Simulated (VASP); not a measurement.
A convergence study with VASP on BN (space group no. 186 when undisturbed): one setting is varied, all else stays as given below, so the limit is that of these other settings. One atom is moved off its site, so that forces are finite.

```
CELL_PARAMETERS angstrom
      1.26862    -2.19732     0.00000
      1.26862     2.19732     0.00000
      0.00000     0.00000     4.19890
ATOMIC_POSITIONS crystal
  B  0.66667 0.33333 0.51191
  B  0.33333 0.66667 0.00000
  N  0.66667 0.33333 0.87500
  N  0.33333 0.66667 0.37500
```

The numbers are results of PBE GGA, VASP's PBE PAW potentials (set 64) (plane waves; VASP), not measurements. The tightest run used: 400 eV cut-off, 17×17×9 Γ-centred mesh, Fermi-Dirac smearing of 0.050 eV, potentials B N.

The settings run are 3×3×2 mesh; 4×4×2 mesh; 4×4×3 mesh; 5×5×3 mesh; 6×6×3 mesh; 6×6×4 mesh; 7×7×4 mesh; 8×8×4 mesh; 9×9×5 mesh; 10×10×6 mesh; 12×12×6 mesh; 13×13×7 mesh; 14×14×8 mesh; 16×16×8 mesh; 17×17×9 mesh. From which on does the stress (every component) stay within 0.2 GPa of the tightest run?

From 6×6×3 mesh on: it is off by 0.04 there and by no more than 0.2 in any finer run, while 5×5×3 mesh is off by 0.32.
```
setting       E (eV/atom)  pressure (GPa)  irreducible k-points  difference judged (GPa)
------------  -----------  --------------  --------------------  -----------------------
3×3×2 mesh        -8.5925            3.75                     6                     4.14
4×4×2 mesh        -8.6704            2.12                     8                     0.89
4×4×3 mesh        -8.6707            1.99                     9                     0.93
5×5×3 mesh        -8.6869            1.75                    12                     0.32
6×6×3 mesh        -8.6900            1.62                    17                     0.04
6×6×4 mesh        -8.6901            1.54                    24                     0.12
7×7×4 mesh        -8.6911            1.54                    28                     0.10
8×8×4 mesh        -8.6917            1.58                    35                     0.07
9×9×5 mesh        -8.6917            1.57                    50                     0.07
10×10×6 mesh      -8.6918            1.58                    72                     0.06
12×12×6 mesh      -8.6919            1.60                   100                     0.03
13×13×7 mesh      -8.6919            1.59                   126                     0.02
14×14×8 mesh      -8.6918            1.58                   168                     0.03
16×16×8 mesh      -8.6918            1.58                   213                     0.03
17×17×9 mesh      -8.6919            1.60                   261                     0.00
```

Left out are rungs that failed or repeat a setting and relaxations that didn't move; long series are thinned to 24 rows.

The structure is a typed BN crystal (space group no. 186). The cell was not relaxed at this level, it is distorted from the ideal structure.
